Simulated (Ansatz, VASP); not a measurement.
## One calculation of KNi, two programs

```
K Ni
1.0
     3.66048    3.66048    0.00000
    -3.66048    3.66048    0.00000
     0.00000    0.00000    3.47889
K Ni
2 2
Direct
  0.00000 0.00000 0.00000
  0.50000 0.50000 0.00000
  0.50000 0.00000 0.50000
  0.00000 0.50000 0.50000
```

The cell was built by a generator and needn't be a form met in nature.

Alike in both runs: task single point; functional PBEsol; k mesh 4 × 4 × 6; occupations fermi-dirac, width 0.05 eV; collinear spin, antiferromagnetic start; Hubbard terms Ni d U = 5 eV.

|  | VASP | Ansatz |
| --- | --- | --- |
| version | VASP 6.6.1 | Ansatz 0.2.0 |
| potentials or method | VASP PAW PBE potentials, release 64 (K_sv, Ni) | Ansatz PAW |
| plane-wave cutoff (eV) | 520 | 420 |
| valence electrons in the cell | 38 | 54 |

|  | VASP | Ansatz | Ansatz less VASP |
| --- | --- | --- | --- |
| gap on the k mesh at the Fermi level (eV) | none | none | - |
| pressure (GPa) | 5.7 | 5.9 | +0.24 |
| largest component of the traceless stress (GPa) | 0.91 | 0.99 | +0.084 |
| net moment per atom (μB) | 0.00 | 0.00 | 0.000 |
| size of the moment on the site where the two differ most (μB) | 0.99 | 1.00 | +0.013 |

Site moments also hang on the region over which each program counts them. The programs project onto different local orbitals, so the same U acts differently. A gap of «none» marks a metal or a gap that the smearing closes. The two sets of potentials don't hold the same shells in valence.

Caveats: the U is typed as a test and isn't derived for this compound; the PAW data sets were made with another functional, which shifts forces and pressure a little (VASP); the magnetic or orbital state may not be the lowest (Ansatz); the PAW data sets come from PBE, with cores solved anew for the run's functional, which leaves a small shift of forces and pressure (Ansatz). The state reached can hang on the start; a lower one may exist.
